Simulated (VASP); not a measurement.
**Iridium: accuracy against cost in the plane-wave cutoff and PAW data sets**

How sensitive are energy and pressure of Iridium to the plane-wave cutoff and PAW data sets? The series runs use PBEsol. The plane-wave cutoff tried: ENCUT = 130; ENCUT = 160; ENCUT = 190; ENCUT = 210; ENCUT = 240; ENCUT = 270; ENCUT = 340; ENCUT = 420. The PAW data sets tried: minimal 64: Ir; recommended 54: Ir; gw 64: Ir_sv_GW. The start is a cell from a database of measured crystal structures.

Calculated with VASP 6.6.1; PBEsol; plane waves and PAW (Ir), in the first sound run; inputs show where later runs differ.

Report form: the programs' logs are mostly left out.

The database entry behind the starting cell differs from later determinations by our own check (0.1 to 0.3 % short, probably kX units), so it need not match the best structure at ambient conditions.

## (1) Set-up

The structure is cubic, space group Fm-3m (No. 225). Conventional cell: a = 3.831 Å, b = 3.831 Å, c = 3.831 Å, α = 90.00°, β = 90.00°, γ = 90.00°. Ir has 12 Ir at 2.71 Å nearest.

As a file:

```
Ir
1.0
     0.00000    1.91560    1.91560
     1.91560    0.00000    1.91560
     1.91560    1.91560    0.00000
Ir
1
Direct
  0.00000 0.00000 0.00000
```

## (2) Plane-wave cutoff: ENCUT = 130

The basis grows with ENCUT, and energy and stress both move with it. PBEsol restores the gradient expansion of exchange and is tuned for the cells of solids.

File INCAR:

```
SYSTEM = Ir
PREC = Accurate
ENCUT = 130
EDIFF = 1E-06
NELM = 100
ISMEAR = -1
SIGMA = 0.05
LREAL = .FALSE.
ALGO = Normal
GGA = PS
NBANDS = 10
LORBIT = 11
LWAVE = .FALSE.
LCHARG = .FALSE.
KPAR = 2
ISIF = 2
```

File POSCAR:

```
Ir
1.0
    0.0000000000      1.9156000000      1.9156000000
    1.9156000000      0.0000000000      1.9156000000
    1.9156000000      1.9156000000      0.0000000000
Ir
1
Direct
    0.0000000000      0.0000000000      0.0000000000
```

File KPOINTS:

```
Automatic mesh
0
Gamma
12 12 12
0 0 0
```

PAW data sets: Ir (PBE family, release 64).

The run is started by

```sh
mpirun -np 2 vasp_std
```

The job ended after 3.2 s (2 MPI ranks of Intel Xeon Platinum 8488C (Sapphire Rapids), shared host; peak memory 0.18 GiB; 2 s of CPU time).

This run has no spin polarisation. Its electron count is odd, so without a moment it is a metal by construction. The PAW data sets were made with PBE, which is usual practice but a small mismatch for other functionals.

Numbers from this step:

* SCF cycles: 12
* electrons: 9
* bands: 10
* irreducible k-points: 72
* symmetry operations: 48
* free energy (TOTEN): -8.429 eV
* energy at zero smearing: -8.427 eV
* Fermi energy: 10.99 eV
* pressure: -310.7 GPa
* metallic: yes

The series starts at -8.4267 eV an atom and -310.66 GPa, after 12 cycles in 3.2 s.

## (3) Plane-wave cutoff: ENCUT = 160

Changes to INCAR since step 2:

```diff
@@ -2,3 +2,3 @@
 PREC = Accurate
-ENCUT = 130
+ENCUT = 160
 EDIFF = 1E-06
```

POSCAR is that of step 2.

KPOINTS is that of step 2.

The run is started by

```sh
mpirun -np 2 vasp_std
```

Wall time 3.6 s (2 MPI ranks); peak memory 0.18 GiB; 1.7 s of CPU time.

Against the run before the energy moves by -1173.16 meV an atom and the pressure by +218.18 GPa, after 12 cycles in 3.6 s.

## (4) Plane-wave cutoff: ENCUT = 190

Changes to INCAR since step 3:

```diff
@@ -2,3 +2,3 @@
 PREC = Accurate
-ENCUT = 160
+ENCUT = 190
 EDIFF = 1E-06
```

POSCAR is that of step 3.

KPOINTS is that of step 3.

The run is started by

```sh
mpirun -np 2 vasp_std
```

It took 3.4 s on 2 MPI ranks; peak memory 0.19 GiB.

Against the run before the energy moves by -218.12 meV an atom and the pressure by +74.38 GPa, after 12 cycles in 3.4 s.

## (5) Plane-wave cutoff: ENCUT = 210

Changes to INCAR since step 4:

```diff
@@ -2,3 +2,3 @@
 PREC = Accurate
-ENCUT = 190
+ENCUT = 210
 EDIFF = 1E-06
```

POSCAR is that of step 4.

KPOINTS is that of step 4.

The run is started by

```sh
mpirun -np 2 vasp_std
```

The job ended after 3.4 s (2 MPI ranks; peak memory 0.2 GiB).

Against the run before the energy moves by -22.66 meV an atom and the pressure by +14.23 GPa, after 11 cycles in 3.4 s.

## (6) Plane-wave cutoff: ENCUT = 240

Changes to INCAR since step 5:

```diff
@@ -2,3 +2,3 @@
 PREC = Accurate
-ENCUT = 210
+ENCUT = 240
 EDIFF = 1E-06
```

POSCAR is that of step 5.

KPOINTS is that of step 5.

The run is started by

```sh
mpirun -np 2 vasp_std
```

Wall time 3.8 s (2 MPI ranks); peak memory 0.2 GiB.

Against the run before the energy moves by -8.01 meV an atom and the pressure by +4.01 GPa, after 12 cycles in 3.8 s.

## (7) Plane-wave cutoff: ENCUT = 270

Changes to INCAR since step 6:

```diff
@@ -2,3 +2,3 @@
 PREC = Accurate
-ENCUT = 240
+ENCUT = 270
 EDIFF = 1E-06
```

POSCAR is that of step 6.

KPOINTS is that of step 6.

The run is started by

```sh
mpirun -np 2 vasp_std
```

Run time: 4 s. Hardware: 2 MPI ranks; peak memory 0.21 GiB.

Against the run before the energy moves by +3.11 meV an atom and the pressure by -0.45 GPa, after 12 cycles in 4 s.

## (8) Plane-wave cutoff: ENCUT = 340

Changes to INCAR since step 7:

```diff
@@ -2,3 +2,3 @@
 PREC = Accurate
-ENCUT = 270
+ENCUT = 340
 EDIFF = 1E-06
```

POSCAR is that of step 7.

KPOINTS is that of step 7.

The run is started by

```sh
mpirun -np 2 vasp_std
```

Elapsed: 3.2 s, on 2 MPI ranks; peak memory 0.21 GiB; 3 s of CPU time.

Against the run before the energy moves by +8.13 meV an atom and the pressure by +0.27 GPa, after 12 cycles in 3.2 s.

## (9) Plane-wave cutoff: ENCUT = 420

Changes to INCAR since step 8:

```diff
@@ -2,3 +2,3 @@
 PREC = Accurate
-ENCUT = 340
+ENCUT = 420
 EDIFF = 1E-06
```

POSCAR is that of step 8.

KPOINTS is that of step 8.

The run is started by

```sh
mpirun -np 2 vasp_std
```

Run time: 4.8 s. Hardware: 2 MPI ranks; peak memory 0.22 GiB.

Against the run before the energy moves by -0.12 meV an atom and the pressure by +0.38 GPa, after 12 cycles in 4.8 s.

## (10) The plane-wave cutoff series as a table

This step: convergence of PBEsol results with the cutoff; plane waves and PAW (VASP 6.6.1).

This step runs nothing: it gathers the runs above.

Differences are taken from the run with ENCUT = 420. Results of the series, by row:

| setting | status | energy less the reference (meV/atom) | pressure (GPa) | SCF cycles | wall time (s) |
| --- | --- | --- | --- | --- | --- |
| ENCUT = 130 | converged | 1411 | -310.7 | 12 | 3.2 |
| ENCUT = 160 | converged | 237.7 | -92.48 | 12 | 3.6 |
| ENCUT = 190 | converged | 19.55 | -18.11 | 12 | 3.4 |
| ENCUT = 210 | converged | -3.111 | -3.87 | 11 | 3.4 |
| ENCUT = 240 | converged | -11.12 | 0.1364 | 12 | 3.8 |
| ENCUT = 270 | converged | -8.012 | -0.317 | 12 | 4 |
| ENCUT = 340 | converged | 0.1228 | -0.04493 | 12 | 3.2 |
| ENCUT = 420 | converged | 0 | 0.3379 | 12 | 4.8 |

## (11) PAW data sets: minimal 64: Ir

This step: PBEsol; plane waves and PAW (Ir) (VASP 6.6.1).

Data sets differ in which electrons are valence and how hard the partial waves are.

Changes to INCAR since step 9:

```diff
@@ -2,3 +2,3 @@
 PREC = Accurate
-ENCUT = 420
+ENCUT = 400
 EDIFF = 1E-06
```

POSCAR is that of step 9.

KPOINTS is that of step 9.

The run is started by

```sh
mpirun -np 2 vasp_std
```

Elapsed: 4.8 s, on 2 MPI ranks; peak memory 0.22 GiB; 5.3 s of CPU time.

Numbers from this step:

```
pressure : 0.3653 GPa
```

The series starts at -9.8376 eV an atom and 0.37 GPa, after 12 cycles in 4.8 s.

## (12) PAW data sets: recommended 54: Ir

INCAR is that of step 11.

POSCAR is that of step 11.

KPOINTS is that of step 11.

Potentials, in the order of the species: Ir (PBE family, release 54).

The run is started by

```sh
mpirun -np 2 vasp_std
```

Run time: 5 s. Hardware: 2 MPI ranks; peak memory 0.23 GiB; 4.5 s of CPU time.

With 9 valence electrons the pressure is 0.37 GPa, +0.00 GPa from the first of the series, after 12 cycles in 5 s.

## (13) PAW data sets: GW 64: Ir sv GW

This step: PBEsol; plane waves and PAW (Ir_sv_GW) (VASP 6.6.1).

Changes to INCAR since step 12:

```diff
@@ -2,3 +2,3 @@
 PREC = Accurate
-ENCUT = 400
+ENCUT = 420
 EDIFF = 1E-06
@@ -10,3 +10,3 @@
 GGA = PS
-NBANDS = 10
+NBANDS = 14
 LORBIT = 11
```

POSCAR is that of step 12.

KPOINTS is that of step 12.

Potentials, in the order of the species: Ir_sv_GW (PBE family, release 64).

The run is started by

```sh
mpirun -np 2 vasp_std
```

Wall time 5.6 s (2 MPI ranks); peak memory 0.23 GiB; 6.6 s of CPU time.

With 17 valence electrons the pressure is -2.96 GPa, -3.32 GPa from the first of the series, after 12 cycles in 5.6 s.

## (14) The PAW data sets series as a table

This step: convergence of PBEsol results with the datasets; plane waves and PAW (VASP 6.6.1).

Derived from the runs above.

Results of the series, by row:

| setting | status | pressure (GPa) | SCF cycles | wall time (s) |
| --- | --- | --- | --- | --- |
| minimal 64: Ir, 400 eV | converged | 0.3653 | 12 | 4.8 |
| recommended 54: Ir, 400 eV | converged | 0.3653 | 12 | 5 |
| gw 64: Ir_sv_GW, 420 eV | converged | -2.958 | 12 | 5.6 |

## (15) Outcome

| Item | Value |
| --- | --- |
| plane-wave cutoff from which the energy stays within 10 meV/atom of the reference | ENCUT = 270 |
| plane-wave cutoff from which the energy stays within 1 meV/atom of the reference | ENCUT = 340 |
| plane-wave cutoff from which the pressure stays within 0.2 GPa of the reference | none before the reference itself |
| spread of the pressure over the plane-wave cutoff | 311 GPa |
| spread of the energy over the plane-wave cutoff | 1422 meV/atom |
| spread of the pressure over the PAW data sets | 3.32 GPa |

From ENCUT = 340 on, the energy stays within 1 meV an atom of the reference, at 67 % of its time. The pressure doesn't settle within 0.2 GPa before the reference. These cutoffs are 0.6 to 2 times the default of the data sets, about 210 eV; at the default the run is off by -3.1 meV an atom, -4.21 GPa, and at 1.3 times by -8.0 meV an atom, -0.65 GPa. Energy differences between like cells converge faster than these totals. The choice of data set moves the pressure between -2.96 GPa (gw 64: Ir_sv_GW) and 0.37 GPa (minimal 64: Ir); the cutoffs differ too (400 and 420 eV). Differences are taken from the run with ENCUT = 420, which is itself not the exact limit. Data sets differ in their zero of energy, so energies are not compared. Forces vanish by symmetry in this cell, so the series can't test them. The runs at ENCUT = 130; ENCUT = 160; ENCUT = 190; ENCUT = 210 are over 30 meV an atom or 2 GPa off and describe the material poorly.

[Lines on the potential files, build, host, timing and source positions are cut from VASP's logs without a mark.]

[Logs are printed without paths, hosts, clocks, repeated set-up lines and the standing remarks that a program may print on its own settings, such as how far it seeks lower states.]

[Hosts, paths, dates, database ids (printed as entryN), source tags and the programs' standing remarks are cut or masked in the printed files.]

[A measured line is paired with the nearest computed mode of its activity, which favours agreement.]
